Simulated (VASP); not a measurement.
Input:

```
CaO2
1.0
   -1.61295     1.61295     3.24420
    1.61295    -1.61295     3.24420
    1.61295     1.61295    -3.24420
Ca O
1 2
Cartesian
  0.00000   0.00000   3.24420
  0.00000   0.00000   5.74935
  0.00000   0.00000   0.73905
```

Method: LDA (Ceperley-Alder, Perdew-Zunger), VASP's LDA PAW potentials (set 64) (plane waves; VASP 6.6.1). Run with 520 eV cut-off, 12×12×12 Γ-centred mesh, Gaussian smearing of 0.010 eV, potentials Ca_sv O.

**Question.** Predict the energy per atom (σ→0).

**Answer.** 
```yaml
energy per atom (σ→0): -6.543 eV/atom
```

The structure comes from a computed database's CaO2 entry (I4/mmm); how it stands against other phases isn't given here. It was relaxed first, which changed the volume by -7 %.
